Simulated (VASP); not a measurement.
Here is a VASP 6.6.1 calculation.

Contents of INCAR:

```
SYSTEM = ZrTl2Se3
PREC = Accurate
ENCUT = 520
EDIFF = 1E-6
ISMEAR = 1
SIGMA = 0.0775
LREAL = .FALSE.
LASPH = .TRUE.
NELM = 100
ALGO = Fast
ISIF = 2
LWAVE = .FALSE.
LCHARG = .TRUE.
GGA = PE
LELF = .TRUE.
LVHAR = .TRUE.
NBANDS = 68
```

Contents of KPOINTS:

```
Automatic mesh
0
G
  2 4 2
  0 0 0
```

POSCAR

```
ZrTl2Se3
1.0
    8.1264060000      0.0000000000      0.0000000000
    0.0000000000      3.8652250000      0.0000000000
   -1.3725240000      0.0000000000     10.4591840000
Tl Zr Se
4 2 6
Direct
    0.0712301560      0.2455885492      0.6586028126
    0.9335471197      0.7400818840      0.3341682296
    0.7417164506      0.2620535674      0.0025529716
    0.2528317141      0.7507632803      1.0066280505
    0.4097437203      0.2052035781      0.3359633983
    0.5984780805      0.7732406264      0.6498996480
    0.1446304235      0.2502602048      0.1863067903
    0.8544500030      0.7668068482      0.8101181698
    0.4463352859      0.2764713568      0.7920952533
    0.5558314952      0.7162868914      0.2171083327
    0.6785448418      0.2354088054      0.5118692816
    0.3124565242      0.7835807747      0.4937804900
```

Potentials or basis: VASP PAW PBE potentials, release 64 (Tl_d, Zr_sv, Se).

Run with:

```sh
$ cat potpaw_PBE.64/Tl_d/POTCAR potpaw_PBE.64/Zr_sv/POTCAR potpaw_PBE.64/Se/POTCAR > POTCAR
$ mpirun -np 1 vasp_std > vasp.out
```

(1) Estimate the band gap on the k mesh.

(2) What does it give for the pressure?

(3) What does it give for the largest force?

Results:

(1) 0.58 eV, indirect (least direct gap 0.71 eV).

(2) 5.2 GPa.

(3) 2.847 eV/Å.

Caveat: spin-orbit coupling is left out, which as a rule narrows the gap of such compounds by several tenths of an eV; forces of over 1 eV/Å show positions far from the minimum, so gaps and moduli don't describe the material at rest.
